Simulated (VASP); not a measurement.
A convergence study with VASP on SiC (zinc blende): one setting is varied, all else stays as given below, so the limit is that of these other settings.

```xyz
2
Lattice="0.0000 2.1800 2.1800 2.1800 0.0000 2.1800 2.1800 2.1800 0.0000" Properties=species:S:1:pos:R:3 pbc="T T T"
Si     0.0000     0.0000     0.0000
C      1.0900     1.0900     1.0900
```

All values below come from PBE GGA, VASP's PBE PAW potentials (set 64) (plane waves; VASP 6.6.1). The tightest run used: 700 eV cut-off, 16×16×16 Monkhorst-Pack mesh, Gaussian smearing of 0.050 eV, potentials Si C.

```
setting     E (eV/atom)  pressure (GPa)  irreducible k-points
----------  -----------  --------------  --------------------
1×1×1 mesh       1.5765           42.13                     1
2×2×2 mesh      -7.4700            3.24                     2
3×3×3 mesh      -7.2799            4.29                     4
4×4×4 mesh      -7.5309            2.72                    10
5×5×5 mesh      -7.5138            2.83                    10
```

### Question
These are the cheaper rows. Estimate the results at 16×16×16 mesh, and how far the last row shown lies from them.

### Answer

```csv
quantity,tightest run,last row shown is off by
E (eV/atom),-7.5314,0.0176
pressure (GPa),2.71,0.12
```

Left out are rungs that failed or repeat a setting and relaxations that didn't move; long series are thinned to 24 rows.

The compound is SiC in the zinc blende structure. The cell was not relaxed at this level.
